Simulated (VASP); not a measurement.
An input for Quantum ESPRESSO's pw.x (written as the equivalent of a VASP run, and not itself run):

```
&CONTROL
  calculation = 'scf'
  pseudo_dir = './pseudo'
  outdir = './out'
  tprnfor = .true.
  tstress = .true.
/
&SYSTEM
  ibrav = 0
  nat = 2
  ntyp = 2
  ecutwfc = 84
  occupations = 'tetrahedra'
  input_dft = 'vdw-df-ob86'
/
&ELECTRONS
  conv_thr = 7.3e-09
  electron_maxstep = 100
/
ATOMIC_SPECIES
  Ba 137.327 Ba.upf
  O 15.999 O.upf
CELL_PARAMETERS angstrom
    -0.0000000    2.7818205    2.7818205
     2.7818205    0.0000000    2.7818205
     2.7818205    2.7818205   -0.0000000
ATOMIC_POSITIONS crystal
  Ba   0.0000000  0.0000000  0.0000000
  O    0.5000000  0.5000000  0.5000000
K_POINTS automatic
  9 9 9 0 0 0
```

### Question
Write the VASP files for the same calculation (optB86b-vdW).

### Answer
One answer among several that fit: 
**POSCAR**
```
BaO
1
   -0.0000000000     2.7818204538     2.7818204538
    2.7818204538     0.0000000000     2.7818204538
    2.7818204538     2.7818204538    -0.0000000000
Ba O
1 1
Direct
  0.0000000000   0.0000000000   0.0000000000
  0.5000000000   0.5000000000   0.5000000000
```

### INCAR
```
LREAL=.False.
SYSTEM=BaO
LASPH=.True.   ! aspherical one-centre terms
ENCUT=520
AGGAC=0.0
PARAM1=0.1234
ISIF=2
LCHARG=.True.
PREC=Accurate
LUSE_VDW=.True.
GGA=MK
LMAXMIX=4   ! l cut-off of mixed one-centre charges
ISMEAR=-5   ! tetrahedra, Bloechl
NEDOS=601
EDIFF=1E-7
PARAM2=1.0
LWAVE=.False.
ALGO=Normal   ! blocked Davidson
LORBIT=11   ! lm-projected
NELM=100
```

KPOINTS:
```
Automatic
0
gamma
  9 9 9
0 0 0
```

POTCAR, in this order: Ba_sv O (PBE.64 set). Program: vasp_std.

Limits of the translation: the potentials are each code's own (VASP's PAW set, PseudoDojo norm-conserving files in pw.x), so ENCUT and ecutwfc are chosen apart and not converted; conv_thr bounds pw.x's estimated SCF error, while EDIFF bounds the energy change between steps.

The compound is BaO in the rock salt structure. It was relaxed first.
